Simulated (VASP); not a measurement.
# SiO2: what each functional gives, and what it costs, part 3 of 4

Wanted: bands and gap of SiO2 from one functional after another. LASPH is on for some levels and off for others; the table marks which. The start is a cell from a database of measured crystal structures.

VASP 6.6.1, plane waves and PAW; the level of theory is named at each step.

So far, least gap on mesh and path (eV): step 2 (bands, level LDA) 5.74; step 3 (bands, level PBE) 5.99; step 4 (bands, level r2SCAN) 6.64.

### Step 5. Bands with TB-mBJ

This step: TB-mBJ; plane waves and PAW (Si, O) (VASP 6.6.1).

TB-mBJ is a local potential fitted to gaps: it costs far less than a hybrid but gives no energy.

Contents of INCAR:

```
SYSTEM = SiO2
PREC = Accurate
ENCUT = 520
EDIFF = 1E-06
NELM = 150
ISMEAR = 0
SIGMA = 0.02
LREAL = .FALSE.
ALGO = Normal
METAGGA = MBJ
LASPH = .TRUE.
NBANDS = 46
LORBIT = 11
LWAVE = .FALSE.
LCHARG = .FALSE.
KPAR = 2
NCORE = 4
```

Contents of POSCAR:

```
SiO2
1.0
    4.9163600000      0.0000000000      0.0000000000
   -2.4581800000      4.2576926541      0.0000000000
    0.0000000000      0.0000000000      5.4084000000
Si O
3 6
Direct
    0.4697300000      0.0000000000      0.6666666667
    0.0000000000      0.4697300000      0.3333333333
    0.5302700000      0.5302700000      0.0000000000
    0.4135400000      0.2675800000      0.7855800000
    0.7324200000      0.1459600000      0.4522466667
    0.8540400000      0.5864600000      0.1189133333
    0.2675800000      0.4135400000      0.2144200000
    0.1459600000      0.7324200000      0.5477533333
    0.5864600000      0.8540400000      0.8810866667
```

Contents of KPOINTS:

```
Automatic mesh
0
Gamma
3 3 3
0 0 0
```

Contents of KPOINTS_OPT:

```
Line mode
12
Line-mode
Reciprocal
  0.00000000   0.00000000   0.00000000 GAMMA
  0.50000000   0.00000000   0.00000000 M

  0.50000000   0.00000000   0.00000000 M
  0.33333333   0.33333333   0.00000000 K

  0.33333333   0.33333333   0.00000000 K
  0.00000000   0.00000000   0.00000000 GAMMA

  0.00000000   0.00000000   0.00000000 GAMMA
  0.00000000   0.00000000   0.50000000 A

  0.00000000   0.00000000   0.50000000 A
  0.50000000   0.00000000   0.50000000 L

  0.50000000   0.00000000   0.50000000 L
  0.33333333   0.33333333   0.50000000 H

  0.33333333   0.33333333   0.50000000 H
  0.00000000   0.00000000   0.50000000 A

  0.50000000   0.00000000   0.50000000 L
  0.50000000   0.00000000   0.00000000 M

  0.33333333   0.33333333   0.00000000 K
  0.33333333   0.33333333   0.50000000 H
```

Potentials, in the order of the species: Si and O (PBE family, release 64).

On the command line:

```
$ mpirun -np 8 vasp_std
```

Log:

```text
[... set-up lines as in an earlier step ...]
 entering main loop
       N       E                     dE             d eps       ncg     rms          rms(c)
DAV:   1     0.390393180232E+03    0.39039E+03   -0.24535E+04   644   0.972E+02
DAV:   2     0.900951112586E+02   -0.30030E+03   -0.28941E+03   782   0.249E+02
DAV:   3     0.749500167773E+02   -0.15145E+02   -0.15051E+02   784   0.532E+01
DAV:   4     0.748324064687E+02   -0.11761E+00   -0.11759E+00   726   0.524E+00
[...]
DAV:  51     0.101078853794E+03    0.16988E-05   -0.32036E-12   340   0.292E-06    0.233E-06
DAV:  52     0.101078856504E+03    0.27094E-05    0.94641E-13   340   0.384E-06    0.132E-06
DAV:  53     0.101078857136E+03    0.63253E-06   -0.75326E-12   340   0.217E-06
   1 F= 0.10107886E+03 E0= 0.10107886E+03  d E =-.190644E-11
 Start KPOINTS_OPT (optional k-point list driver)
k-point batch [1-7\108]
       N       E                     dE             ncg
DAV:   1     0.427568214241E+03   -0.14544E+04      652
DAV:   2    -0.159871918425E+04   -0.20263E+04      780
DAV:   3    -0.169005243991E+04   -0.91333E+02      808
DAV:   4    -0.169083392200E+04   -0.78148E+00      748
DAV:   5    -0.169084197358E+04   -0.80516E-02      794
DAV:   6    -0.169084208713E+04   -0.11355E-03      780
DAV:   7    -0.169084208907E+04   -0.19405E-05      706
DAV:   8    -0.169084208911E+04   -0.44369E-07      556
[...]
k-point batch [106-108\108]
       N       E                     dE             ncg
DAV:   1     0.577667934642E+04   -0.41079E+04      276
DAV:   2     0.489750579806E+04   -0.87917E+03      330
DAV:   3     0.485888252475E+04   -0.38623E+02      336
DAV:   4     0.485855332565E+04   -0.32920E+00      328
DAV:   5     0.485855002597E+04   -0.32997E-02      338
DAV:   6     0.485854998214E+04   -0.43824E-04      360
DAV:   7     0.485854998145E+04   -0.69429E-06      290
```

Run time: 42 s. Hardware: 8 MPI ranks of Intel Xeon 6975P-C (Granite Rapids), shared host; peak memory 1.4 GiB; 4.6 min of CPU time.

Parts of OUTCAR (step 5):

```text
  Total       -6.7485884     -6.7485884     -7.9374736     -0.0000000      0.0000000     -0.0000000
  in kB      -95.5073364    -95.5073364   -112.3326712     -0.0000000      0.0000000     -0.0000000
  external PRESSURE =    -101.1157813 kB  Pullay stress =       0.0000000 kB

 POSITION                                       TOTAL-FORCE (eV/Angst)
 -----------------------------------------------------------------------------------
      2.30936      0.00000      3.60560         0.251501     -0.000000     -0.000000
     -1.15468      1.99997      1.80280        -0.125751      0.217806      0.000000
      1.30350      2.25773      0.00000        -0.125751     -0.217806      0.000000
      1.37535      1.13927      4.24873        -1.812606      0.141850     -1.067343
      3.24204      0.62145      2.44593         0.783457     -1.640688     -1.067343
      2.75714      2.49697      0.64313         1.029149      1.498838     -1.067343
      0.29896      1.76073      1.15967         1.029149     -1.498838      1.067343
     -1.08283      3.11842      2.96247        -1.812606     -0.141850      1.067343
      0.78386      3.63624      4.76527         0.783457      1.640688      1.067343
 -----------------------------------------------------------------------------------
    total drift:                               -0.000410     -0.000709      0.000000

  FREE ENERGIE OF THE ION-ELECTRON SYSTEM (eV)
  ---------------------------------------------------
  free  energy   TOTEN  =       101.0788571361 eV

  energy  without entropy=      101.0788571361  energy(sigma->0) =      101.07885714

[... 2 parts as in an earlier step ...]

[... 1 further part left out ...]
[key lines of the parts left out:]
E-fermi :   2.0927
```

This functional is a potential without an energy, so its energies, forces and stress mean nothing and are not read.

The electronic bands at the labelled points (eV, zero at the valence-band top; v1 is the highest filled band, c1 the lowest empty one):

| point | v4 | v3 | v2 | v1 | c1 | c2 | c3 | c4 |
| --- | --- | --- | --- | --- | --- | --- | --- | --- |
| Γ | -0.86 | -0.63 | -0.23 | -0.23 | 8.62 | 12.11 | 12.11 | 12.49 |
| 0.45 of the way | -0.85 | -0.71 | -0.20 | -0.13 | 9.30 | 11.96 | 12.02 | 12.58 |
| M | -0.86 | -0.68 | -0.24 | -0.04 | 10.68 | 11.54 | 12.22 | 12.51 |
| 0.55 of the way | -0.93 | -0.54 | -0.29 | -0.01 | 10.92 | 11.58 | 12.10 | 12.73 |
| K | -1.04 | -0.39 | -0.39 | 0.00 | 11.37 | 11.38 | 11.97 | 13.10 |
| 0.55 of the way | -0.77 | -0.76 | -0.21 | -0.10 | 9.50 | 11.92 | 12.07 | 12.61 |
| Γ | -0.86 | -0.63 | -0.23 | -0.23 | 8.62 | 12.11 | 12.11 | 12.49 |
| 0.45 of the way | -0.87 | -0.51 | -0.20 | -0.09 | 9.08 | 11.86 | 11.95 | 12.31 |
| A | -1.00 | -0.22 | -0.22 | -0.09 | 10.47 | 10.48 | 12.16 | 12.47 |
| 0.45 of the way | -0.93 | -0.37 | -0.34 | -0.13 | 10.69 | 10.92 | 12.24 | 12.57 |
| L | -0.74 | -0.73 | -0.52 | -0.17 | 11.03 | 11.71 | 12.56 | 12.80 |
| 0.45 of the way | -0.75 | -0.70 | -0.53 | -0.26 | 11.02 | 11.89 | 12.61 | 12.79 |
| H | -0.80 | -0.65 | -0.47 | -0.47 | 11.02 | 12.35 | 12.35 | 12.87 |
| 0.55 of the way | -0.92 | -0.44 | -0.33 | -0.17 | 10.74 | 11.07 | 12.25 | 12.60 |
| A | -1.00 | -0.22 | -0.22 | -0.09 | 10.47 | 10.48 | 12.16 | 12.47 |
| jump to L | -0.74 | -0.73 | -0.52 | -0.17 | 11.03 | 11.71 | 12.56 | 12.80 |
| 0.45 of the way | -0.82 | -0.60 | -0.41 | -0.12 | 10.88 | 11.60 | 12.32 | 12.75 |
| M | -0.86 | -0.68 | -0.24 | -0.04 | 10.68 | 11.54 | 12.22 | 12.51 |
| jump to K | -1.04 | -0.39 | -0.39 | 0.00 | 11.37 | 11.38 | 11.97 | 13.10 |
| 0.55 of the way | -0.83 | -0.49 | -0.48 | -0.18 | 11.09 | 11.93 | 12.17 | 12.92 |
| H | -0.80 | -0.65 | -0.47 | -0.47 | 11.02 | 12.35 | 12.35 | 12.87 |

Of the projections kept (Si, O), the largest for each band there; the rest of the weight can lie on other orbitals:

| point | v4 | v3 | v2 | v1 | c1 | c2 | c3 | c4 |
| --- | --- | --- | --- | --- | --- | --- | --- | --- |
| Γ | O 0.97 | O 0.97 | O 1.00 | O 1.00 | O 0.61 | Si 0.74 | Si 0.74 | Si 0.55 |
| M | O 0.99 | O 1.00 | O 0.99 | O 0.99 | O 0.56 | O 0.59 | Si 0.60 | Si 0.57 |
| K | O 0.99 | O 0.99 | O 0.99 | O 1.00 | O 0.58 | O 0.58 | O 0.51 | Si 0.63 |
| Γ | O 0.97 | O 0.97 | O 1.00 | O 1.00 | O 0.61 | Si 0.74 | Si 0.74 | Si 0.55 |
| A | O 0.98 | O 0.98 | O 0.98 | O 0.99 | O 0.66 | O 0.66 | Si 0.92 | Si 0.73 |
| L | O 0.97 | O 0.99 | O 0.99 | O 1.00 | Si 0.56 | Si 0.59 | O 0.74 | Si 0.50 |

The gap is 8.62 eV, indirect, from K to Γ. Against LDA that is +2.88 eV; this run took 1.7 times the core time.

### Step 6. Bands with BLYP

This step: BLYP; plane waves and PAW (Si, O) (VASP 6.6.1).

BLYP comes from molecular chemistry and underbinds dense solids.

INCAR, as its differences from that of step 5:

```diff
@@ -4,3 +4,3 @@
 EDIFF = 1E-06
-NELM = 150
+NELM = 100
 ISMEAR = 0
@@ -9,4 +9,7 @@
 ALGO = Normal
-METAGGA = MBJ
-LASPH = .TRUE.
+GGA = B5
+ALDAX = 1
+AGGAX = 1
+AGGAC = 1
+ALDAC = 0
 NBANDS = 46
```

POSCAR is that of step 5.

KPOINTS is that of step 5.

KPOINTS_OPT is that of step 5.

On the command line:

```
$ mpirun -np 8 vasp_std
```

Log:

```text
[banner, memory and clock lines left out]
running    8 mpi-ranks, on    1 nodes
[...]
[... a notice as in an earlier step ...]

 LDA part: xc-table for (Slater(with rela. corr.)+VWN5), standard interpolation
 POSCAR, INCAR and KPOINTS ok, starting setup
[...]
entering main loop
       N       E                     dE             d eps       ncg     rms          rms(c)
DAV:   1     0.232567118207E+03    0.23257E+03   -0.24481E+04   644   0.971E+02
DAV:   2    -0.644925182103E+02   -0.29706E+03   -0.28621E+03   782   0.247E+02
DAV:   3    -0.793742665203E+02   -0.14882E+02   -0.14787E+02   784   0.528E+01
DAV:   4    -0.794954330629E+02   -0.12117E+00   -0.12114E+00   740   0.536E+00
[...]
DAV:  11    -0.682239972707E+02   -0.21973E-04   -0.95093E-05   754   0.572E-02    0.150E-02
DAV:  12    -0.682239994691E+02   -0.21984E-05   -0.76572E-06   794   0.123E-02    0.588E-03
DAV:  13    -0.682239999291E+02   -0.46002E-06   -0.11742E-06   564   0.556E-03
   1 F= -.68224000E+02 E0= -.68224000E+02  d E =-.210051E-32
 Start KPOINTS_OPT (optional k-point list driver)
k-point batch [1-7\108]
       N       E                     dE             ncg
DAV:   1     0.127599119967E+03   -0.17544E+04      652
DAV:   2    -0.172510633171E+04   -0.18527E+04      794
DAV:   3    -0.182399623635E+04   -0.98890E+02      792
DAV:   4    -0.182481074501E+04   -0.81451E+00      752
DAV:   5    -0.182481899723E+04   -0.82522E-02      812
DAV:   6    -0.182481912698E+04   -0.12975E-03      776
DAV:   7    -0.182481912958E+04   -0.25939E-05      748
DAV:   8    -0.182481912967E+04   -0.92213E-07      546
[...]
k-point batch [106-108\108]
       N       E                     dE             ncg
DAV:   1     0.564959434017E+04   -0.42349E+04      276
DAV:   2     0.484333137952E+04   -0.80626E+03      338
DAV:   3     0.480155509474E+04   -0.41776E+02      344
DAV:   4     0.480120479113E+04   -0.35030E+00      336
DAV:   5     0.480120122240E+04   -0.35687E-02      326
DAV:   6     0.480120116614E+04   -0.56262E-04      360
DAV:   7     0.480120116499E+04   -0.11501E-05      286
DAV:   8     0.480120116494E+04   -0.42800E-07      280
```

Wall time 27 s (8 MPI ranks); peak memory 1.3 GiB; 2.9 min of CPU time.

From OUTCAR (step 6):

```text
  Total        6.5423223      6.5423223      6.6093876      0.0000000      0.0000000      0.0000000
  in kB       92.5882191     92.5882191     93.5373398      0.0000000      0.0000000      0.0000000
  external PRESSURE =      92.9045926 kB  Pullay stress =       0.0000000 kB

 POSITION                                       TOTAL-FORCE (eV/Angst)
 -----------------------------------------------------------------------------------
      2.30936      0.00000      3.60560         0.008664     -0.000000     -0.000000
     -1.15468      1.99997      1.80280        -0.004332      0.007503      0.000000
      1.30350      2.25773      0.00000        -0.004332     -0.007503      0.000000
      1.37535      1.13927      4.24873        -0.354534      0.031711     -0.164550
      3.24204      0.62145      2.44593         0.149804     -0.322891     -0.164550
      2.75714      2.49697      0.64313         0.204729      0.291180     -0.164550
      0.29896      1.76073      1.15967         0.204729     -0.291180      0.164550
     -1.08283      3.11842      2.96247        -0.354534     -0.031711      0.164550
      0.78386      3.63624      4.76527         0.149804      0.322891      0.164550
 -----------------------------------------------------------------------------------
    total drift:                                0.000000      0.000001      0.000000

  FREE ENERGIE OF THE ION-ELECTRON SYSTEM (eV)
  ---------------------------------------------------
  free  energy   TOTEN  =       -68.2239999291 eV

  energy  without entropy=      -68.2239999291  energy(sigma->0) =      -68.22399993

[... 2 parts as in an earlier step ...]

[... 1 further part left out ...]
[key lines of the parts left out:]
E-fermi :   1.5189
```

At this level the cell is under a pressure of 9.3 GPa, so at these settings it is away from equilibrium.

Electronic bands along the path, in eV, zero at the valence-band top; v1 is the highest filled band, c1 the lowest empty one:

| point | v4 | v3 | v2 | v1 | c1 | c2 | c3 | c4 |
| --- | --- | --- | --- | --- | --- | --- | --- | --- |
| Γ | -0.99 | -0.68 | -0.31 | -0.31 | 6.06 | 9.40 | 9.40 | 9.86 |
| 0.45 of the way | -0.99 | -0.82 | -0.24 | -0.17 | 6.80 | 9.39 | 9.46 | 9.94 |
| M | -1.03 | -0.77 | -0.26 | -0.04 | 8.31 | 9.05 | 9.79 | 9.80 |
| 0.55 of the way | -1.09 | -0.60 | -0.32 | -0.01 | 8.54 | 9.11 | 9.66 | 10.05 |
| K | -1.21 | -0.43 | -0.43 | 0.00 | 8.97 | 8.97 | 9.48 | 10.47 |
| 0.55 of the way | -0.89 | -0.88 | -0.24 | -0.13 | 7.01 | 9.39 | 9.54 | 9.97 |
| Γ | -0.99 | -0.68 | -0.31 | -0.31 | 6.06 | 9.40 | 9.40 | 9.86 |
| 0.45 of the way | -1.04 | -0.56 | -0.24 | -0.10 | 6.55 | 9.26 | 9.37 | 9.38 |
| A | -1.20 | -0.21 | -0.21 | -0.09 | 7.99 | 7.99 | 9.14 | 9.85 |
| 0.45 of the way | -1.09 | -0.40 | -0.38 | -0.14 | 8.33 | 8.44 | 9.42 | 9.83 |
| L | -0.87 | -0.83 | -0.59 | -0.19 | 8.99 | 9.46 | 9.72 | 9.89 |
| 0.45 of the way | -0.84 | -0.83 | -0.61 | -0.30 | 9.02 | 9.60 | 9.79 | 9.92 |
| H | -0.93 | -0.76 | -0.58 | -0.58 | 9.09 | 9.85 | 9.85 | 10.16 |
| 0.55 of the way | -1.07 | -0.49 | -0.36 | -0.20 | 8.44 | 8.56 | 9.48 | 9.96 |
| A | -1.20 | -0.21 | -0.21 | -0.09 | 7.99 | 7.99 | 9.14 | 9.85 |
| jump to L | -0.87 | -0.83 | -0.59 | -0.19 | 8.99 | 9.46 | 9.72 | 9.89 |
| 0.45 of the way | -0.96 | -0.69 | -0.47 | -0.13 | 8.65 | 9.17 | 9.65 | 10.12 |
| M | -1.03 | -0.77 | -0.26 | -0.04 | 8.31 | 9.05 | 9.79 | 9.80 |
| jump to K | -1.21 | -0.43 | -0.43 | 0.00 | 8.97 | 8.97 | 9.48 | 10.47 |
| 0.55 of the way | -0.98 | -0.56 | -0.52 | -0.23 | 9.01 | 9.32 | 9.70 | 10.28 |
| H | -0.93 | -0.76 | -0.58 | -0.58 | 9.09 | 9.85 | 9.85 | 10.16 |

Of the projections kept (Si, O), the largest for each band there; the rest of the weight can lie on other orbitals:

| point | v4 | v3 | v2 | v1 | c1 | c2 | c3 | c4 |
| --- | --- | --- | --- | --- | --- | --- | --- | --- |
| Γ | O 0.97 | O 0.96 | O 0.99 | O 0.99 | O 0.71 | Si 0.65 | Si 0.65 | O 0.53 |
| M | O 0.99 | O 0.99 | O 0.99 | O 0.99 | O 0.68 | O 0.75 | Si 0.54 | Si 0.59 |
| K | O 0.99 | O 0.99 | O 0.99 | O 1.00 | O 0.70 | O 0.70 | O 0.67 | Si 0.60 |
| Γ | O 0.97 | O 0.96 | O 0.99 | O 0.99 | O 0.71 | Si 0.65 | Si 0.65 | O 0.53 |
| A | O 0.98 | O 0.98 | O 0.98 | O 0.99 | O 0.78 | O 0.78 | Si 0.94 | Si 0.72 |
| L | O 0.99 | O 0.96 | O 0.99 | O 1.00 | Si 0.53 | O 0.53 | O 0.81 | O 0.54 |

The gap is 6.06 eV, indirect, from K to Γ. Against LDA that is +0.31 eV; the cost is about the same.

### Step 7. Starting orbitals for the hybrid

This step: PBE; plane waves and PAW (Si, O) (VASP 6.6.1).

A hybrid converges badly from random orbitals, so a cheap semilocal run writes a WAVECAR on the same mesh first.

Contents of INCAR:

```
SYSTEM = SiO2
PREC = Accurate
ENCUT = 520
EDIFF = 1E-05
NELM = 100
ISMEAR = 0
SIGMA = 0.02
LREAL = .FALSE.
ALGO = Normal
GGA = PE
NBANDS = 33
LORBIT = 11
LWAVE = .TRUE.
LCHARG = .FALSE.
KPAR = 2
NCORE = 4
```

POSCAR is that of step 6.

KPOINTS is that of step 6.

On the command line:

```
$ mpirun -np 8 vasp_std
```

Log:

```text
[... set-up lines as in an earlier step ...]
 entering main loop
       N       E                     dE             d eps       ncg     rms          rms(c)
DAV:   1     0.268694796546E+03    0.26869E+03   -0.25207E+04   470   0.134E+03
DAV:   2    -0.630800220142E+02   -0.33177E+03   -0.32398E+03   581   0.307E+02
DAV:   3    -0.803986541674E+02   -0.17319E+02   -0.17252E+02   564   0.740E+01
DAV:   4    -0.805886489140E+02   -0.18999E+00   -0.18980E+00   572   0.869E+00
DAV:   5    -0.805915847105E+02   -0.29358E-02   -0.29344E-02   572   0.106E+00    0.257E+01
DAV:   6    -0.710001324382E+02    0.95915E+01   -0.36153E+01   538   0.324E+01    0.123E+01
DAV:   7    -0.710127065391E+02   -0.12574E-01   -0.10389E+00   588   0.503E+00    0.445E+00
DAV:   8    -0.710127343921E+02   -0.27853E-04   -0.51269E-02   572   0.169E+00    0.168E+00
DAV:   9    -0.710247301537E+02   -0.11996E-01   -0.26324E-02   572   0.115E+00    0.332E-01
DAV:  10    -0.710263411986E+02   -0.16110E-02   -0.31343E-03   564   0.304E-01    0.957E-02
DAV:  11    -0.710263216615E+02    0.19537E-04   -0.75175E-04   580   0.163E-01    0.160E-02
DAV:  12    -0.710263306933E+02   -0.90317E-05   -0.21495E-05   436   0.284E-02
   1 F= -.71026331E+02 E0= -.71026331E+02  d E =-.247640E-32
 writing wavefunctions
```

It took 2.8 s on 8 MPI ranks; peak memory 1.1 GiB; 16 s of CPU time.

Parts of OUTCAR (step 7):

```text
   k-points           NKPTS =      7   k-points in BZ     NKDIM =      7   number of bands    NBANDS=     33

   NELECT =      48.0000    total number of electrons

 E-fermi :   1.2565

 k-point     1 :       0.0000    0.0000    0.0000
  band No.  band energies     occupation
    ...
     20       0.0896      2.00000
     21       0.0896      2.00000
     22       0.4059      2.00000
     23       0.7729      2.00000
     24       0.7729      2.00000
     25       7.0773      0.00000
     26      10.3887      0.00000
     27      10.3887      0.00000
     28      10.8500      0.00000
     29      10.8500      0.00000
    ...

  Total        5.0306701      5.0306701      5.0229420      0.0000000     -0.0000000      0.0000000
  in kB       71.1950230     71.1950230     71.0856529      0.0000000     -0.0000000      0.0000000
  external PRESSURE =      71.1585663 kB  Pullay stress =       0.0000000 kB

 POSITION                                       TOTAL-FORCE (eV/Angst)
 -----------------------------------------------------------------------------------
      2.30936      0.00000      3.60560         0.037811      0.000000     -0.000000
     -1.15468      1.99997      1.80280        -0.018906      0.032745     -0.000000
      1.30350      2.25773      0.00000        -0.018906     -0.032745     -0.000000
      1.37535      1.13927      4.24873        -0.320262      0.024486     -0.140155
      3.24204      0.62145      2.44593         0.138925     -0.289598     -0.140155
      2.75714      2.49697      0.64313         0.181336      0.265112     -0.140155
      0.29896      1.76073      1.15967         0.181336     -0.265112      0.140155
     -1.08283      3.11842      2.96247        -0.320262     -0.024486      0.140155
      0.78386      3.63624      4.76527         0.138925      0.289598      0.140155
 -----------------------------------------------------------------------------------
    total drift:                                0.000000      0.000001      0.000000

  FREE ENERGIE OF THE ION-ELECTRON SYSTEM (eV)
  ---------------------------------------------------
  free  energy   TOTEN  =       -71.0263306933 eV

  energy  without entropy=      -71.0263306933  energy(sigma->0) =      -71.02633069

[... 8 parts as in an earlier step ...]

[... 8 further parts left out ...]
```

The gap is read on the k-mesh alone, so it is an upper bound where the band edges lie off the mesh. At this level the cell is under a pressure of 7.1 GPa, so at these settings it is away from equilibrium.

A gap read on the k-mesh alone can miss the band edges.

Numbers from this step:

| Property | Result |
| --- | --- |
| SCF cycles | 12 |
| bands | 33 |
| free energy (TOTEN) | -71.0263 eV |
| Fermi energy | 1.256 eV |
| pressure | 7.116 GPa |
| least direct gap at k | 0, 0, 0 |
| gap on the k-mesh | 5.986 eV |
| least direct gap on the k-mesh | 6.304 eV |

Force by atom:

| atom | x (eV/Å) | y (eV/Å) | z (eV/Å) | size |
| --- | --- | --- | --- | --- |
| Si1 | 0.038 | 0.000 | 0.000 | 0.038 |
| Si2 | -0.019 | 0.033 | 0.000 | 0.038 |
| Si3 | -0.019 | -0.033 | 0.000 | 0.038 |
| O4 | -0.320 | 0.024 | -0.140 | 0.350 |
| O5 | 0.139 | -0.290 | -0.140 | 0.350 |
| O6 | 0.181 | 0.265 | -0.140 | 0.350 |
| O7 | 0.181 | -0.265 | 0.140 | 0.350 |
| O8 | -0.320 | -0.024 | 0.140 | 0.350 |
| O9 | 0.139 | 0.290 | 0.140 | 0.350 |

(Continued in part 4 of 4.)

[Lines on the potential files, build, host, timing and source positions are cut from VASP's logs without a mark.]

[Logs are printed without paths, hosts, clocks, repeated set-up lines and the standing remarks that a program may print on its own settings, such as how far it seeks lower states.]

[Hosts, paths, dates, database ids (printed as entryN), source tags and the programs' standing remarks are cut or masked in the printed files.]

[A measured line is paired with the nearest computed mode of its activity, which favours agreement.]
